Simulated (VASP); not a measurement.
Data:

```
NiSb
1.0
    1.96473    -3.40301     0.00000
    1.96473     3.40301     0.00000
    0.00000     0.00000     5.11061
Ni Sb
2 2
Direct
  0.00000   0.00000   0.50000
  0.00000   0.00000   0.00000
  0.33333   0.66667   0.25000
  0.66667   0.33333   0.75000
```

These are vdW-DF-cx, VASP's PBE PAW potentials (set 64) (plane waves; VASP 6.6.1) values and carry that method's errors. Run with 520 eV cut-off, 10×10×7 Γ-centred mesh, tetrahedra with Blöchl corrections, potentials Ni Sb.

Unless said otherwise, spin-orbit coupling is left out, though it shifts the bands of the heavy elements here.

Task: What does the run give for the energy per atom (σ→0), band gap (on the k-mesh) with the smallest direct gap where there is one?

Result: 
- band gap (on the k-mesh): none (metal, semimetal or under 0.01 eV)
- energy per atom (σ→0): -2.995 eV/atom

The absolute energy has meaning only against runs of the same code, potentials and settings.

The compound is NiSb in the NiAs type structure. It was relaxed first. The run is not spin-polarised, so no magnetic state was tried.
